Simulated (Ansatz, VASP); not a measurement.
# As2Se: VASP beside Ansatz

Contents of INCAR:

```
SYSTEM = As2Se
PREC     = Accurate       ! precision mode
ENCUT    = 520            ! plane-wave cutoff, eV
EDIFF    = 1E-7           ! SCF threshold, eV
ISMEAR   = 0              ! smearing method
SIGMA    = 0.1            ! smearing width, eV
LREAL    = .False.        ! projectors in reciprocal space
LASPH    = .True.         ! aspherical terms in the spheres
NELM     = 80             ! most SCF steps
ALGO     = Normal         ! electronic algorithm
ISIF     = 2              ! what is computed and relaxed
LWAVE    = .False.        ! write WAVECAR
LCHARG   = .False.        ! write CHGCAR
GGA      = PE             ! functional
NBANDS   = 15             ! bands
```

File KPOINTS:

```
Automatic mesh
0
Gamma
  6 6 6
  0 0 0
```

The input POSCAR:

```
As2Se
1.0
    0.0000000000      3.1723708400      3.1723708400
    3.1723708400      0.0000000000      3.1723708400
    3.1723708400      3.1723708400      0.0000000000
As Se
2 1
Direct
    0.2500000000      0.2500000000      0.2500000000
    0.7500000000      0.7500000000      0.7500000000
    0.0000000000      0.0000000000      0.0000000000
```

Input for Ansatz:

```yaml
crystal:
  lattice:
    - [0.0, 3.17237084, 3.17237084]
    - [3.17237084, 0.0, 3.17237084]
    - [3.17237084, 3.17237084, 0.0]
  atoms:
    - { symbol: As, position: [0.25, 0.25, 0.25] }
    - { symbol: As, position: [0.75, 0.75, 0.75] }
    - { symbol: Se, position: [0.0, 0.0, 0.0] }
basis:
  ecutwfc: 420
kpoints:
  mp_grid: { grid: [6, 6, 6] }
hamiltonian:
  xc: pbe
scf:
  occupations: { method: gaussian, width: 0.1 }
  lower_state_search: "off"
output:
  forces: true
  stress: true
  eigenvalues: true
```

Change from the starting cell: species swapped into the ErH2 type (Fm-3m, No. 225).

Alike in both runs: task single point; functional PBE; k mesh 6 × 6 × 6; occupations gaussian, width 0.1 eV; no spin polarisation.

|  | VASP | Ansatz |
| --- | --- | --- |
| version | VASP 6.6.1 | Ansatz 0.2.0 |
| potentials or method | VASP PAW PBE potentials, release 64 (As, Se) | scalar-relativistic, plane waves, PAW |
| plane-wave cutoff (eV) | 520 | 420 |
| valence electrons in the cell | 16 | 46 |

```csv
,VASP,Ansatz,Ansatz less VASP
gap on the k mesh at the Fermi level (eV),none,none,-
pressure (GPa),6.9,6.8,-0.09
```

A gap of «none» marks a metal or a gap that the smearing closes. With one functional, cell and mesh, what is left measures potentials, basis and numerics. The two sets of potentials don't hold the same shells in valence.
